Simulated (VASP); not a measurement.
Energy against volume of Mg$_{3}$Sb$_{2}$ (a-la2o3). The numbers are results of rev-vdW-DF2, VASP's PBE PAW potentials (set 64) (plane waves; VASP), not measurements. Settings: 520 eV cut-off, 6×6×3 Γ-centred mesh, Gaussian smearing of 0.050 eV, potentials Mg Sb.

Shape and ions are relaxed at each volume.

```
V (Å³/atom)  E (eV/atom)
-----------  -----------
24.681          -1.50870
25.468          -1.51955
26.256          -1.52290
27.044          -1.51985
```

Problem. Fit these four points and predict the energy of the run at 27.831 Å³/atom.

Solution. A cubic in V^(−2/3), the third-order Birch-Murnaghan form, passes through the four points with V0 = 26.25 Å³/atom and B0 = 43 GPa, and gives -1.5114 eV/atom there. The run gave -1.5114 eV/atom, +0.0 meV/atom from the fit; all five points give B0 = 43 GPa.

The compound is Mg3Sb2 in the a-la2o3 structure. It was relaxed first.
